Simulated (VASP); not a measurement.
All values below come from PBE GGA, VASP's PBE PAW potentials (set 64) (plane waves; VASP).

VASP ran on this input.

KPOINTS:
```
Regular mesh
0
gamma
 10 10 8
```

File POSCAR:
```
MgB2
3.59040
  0.4389204545  -0.7602322861   0.0000000000
  0.4389204545   0.7602322861   0.0000000000
  0.0000000000   0.0000000000   1.0000000000
Mg B
1 2
Cart
  0.0000000000   0.0000000000   0.0000000000
  0.4389204545   0.2534112689   0.5000000000
  0.4389204545  -0.2534112689   0.5000000000
```

**INCAR**
```
! general
SYSTEM  =  MgB2
PREC    =  Accurate
ENCUT   =  520
LREAL   =  .False.
LASPH   =  .True.

! electronic loop
EDIFF   =  1E-6
NELM    =  100
ALGO    =  Normal

! smearing
ISMEAR  =  1
SIGMA   =  0.1

! functional
GGA     =  PE

! ions
ISIF    =  2

! output
LWAVE   =  .False.
LCHARG  =  .False.
```

POTCAR, in this order: Mg B (PBE.64 set). Program: vasp_std.

**Question.** Estimate the energy per atom (σ→0), pressure, band gap (on the k-mesh).

**Answer.** 
The energy per atom (σ→0) is -5.086 eV/atom and the band gap (on the k-mesh) comes out as none (metal, semimetal or under 0.01 eV). The pressure is -9.45 GPa.

OSZICAR:
```
...
DAV:   6    -0.154993242619E+02    0.12987E+01   -0.21988E+00  1232   0.791E+00    0.239E+00
DAV:   7    -0.152617124167E+02    0.23761E+00   -0.11997E+00  1376   0.573E+00    0.698E-01
DAV:   8    -0.152610193453E+02    0.69307E-03   -0.70567E-02  1248   0.181E+00    0.280E-01
DAV:   9    -0.152571077076E+02    0.39116E-02   -0.13719E-02  1280   0.642E-01    0.509E-02
DAV:  10    -0.152571273061E+02   -0.19599E-04   -0.99895E-04  1552   0.202E-01    0.276E-02
DAV:  11    -0.152570883657E+02    0.38940E-04   -0.18617E-04  1280   0.802E-02    0.205E-03
DAV:  12    -0.152570885545E+02   -0.18879E-06   -0.17188E-06  1520   0.122E-02
   1 F= -.15257089E+02 E0= -.15257167E+02  d E =0.236420E-03
```

The compound is MgB2 in the AlB2 type structure. The cell was not relaxed at this level.
